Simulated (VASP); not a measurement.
The system is MgTi2N2.

```xyz
5
Lattice="1.6500 0.9526 6.6800 -1.6500 0.9526 6.6800 0.0000 -1.9053 6.6800" Properties=species:S:1:pos:R:3 pbc="T T T"
Mg    0.0000    0.0000    0.0000
Ti    0.0000    0.0000   15.5591
Ti    0.0000    0.0000    4.4809
N     0.0000    0.0000    2.4048
N     0.0000    0.0000   17.6352
```

The cell was built by a generator and needn't be a form met in nature.

| Quantity | Value |
| --- | --- |
| Program | VASP 6.6.1 |
| Task | relaxation of cell and atoms |
| Functional | PBE |
| Potentials or basis | VASP PAW PBE potentials, release 64 (Mg, Ti_sv, N) |
| Cutoff | 520 eV |
| k mesh | 5 × 5 × 5 |
| Occupations | gaussian, width 0.15 eV |
| Spin | no spin polarisation |

At the start: pressure 17.1 GPa; volume 12.60 Å³/atom.

**Question.** Where does the relaxation end?

**Answer.** Over 10 steps the energy falls by 213.7 meV/atom and the volume is 13.79 Å³/atom (+9.5 %); space group R-3m (No. 166, to 0.05 Å).

Step by step:
```
step  energy change (eV)  largest force (eV/Å)  pressure (GPa)  volume (Å³)
   1              0.0000                1.5847           17.06        63.00
   2             -0.5270                1.7363          -12.30        75.98
   3             -0.6406                1.7864           -5.80        71.85
   4             -0.9955                0.4353           -4.82        71.67
   5             -0.9964                0.4058           -4.75        71.66
   6             -1.0422                0.3391            3.59        67.56
   7             -1.0566                0.3636            0.99        68.85
   8             -1.0663                0.0677           -0.20        68.99
   9             -1.0666                0.0900           -0.04        68.98
  10             -1.0685                0.0434           -0.40        68.97
```

Final structure:
```
Mg Ti N
1.0
     1.72832    0.99785    6.66549
    -1.72832    0.99785    6.66549
     0.00000   -1.99569    6.66549
Mg Ti N
1 2 2
Cartesian
  0.0000 0.0000 19.9965
  0.0000 0.0000 15.6616
  0.0000 0.0000 4.3348
  0.0000 0.0000 2.2220
  0.0000 0.0000 17.7745
```

Caveat: the k mesh is coarse (spacing up to 0.44 Å⁻¹), so the values aren't converged; the relaxation stopped at a loose force limit of 0.08 eV/Å, so its end isn't a converged minimum.
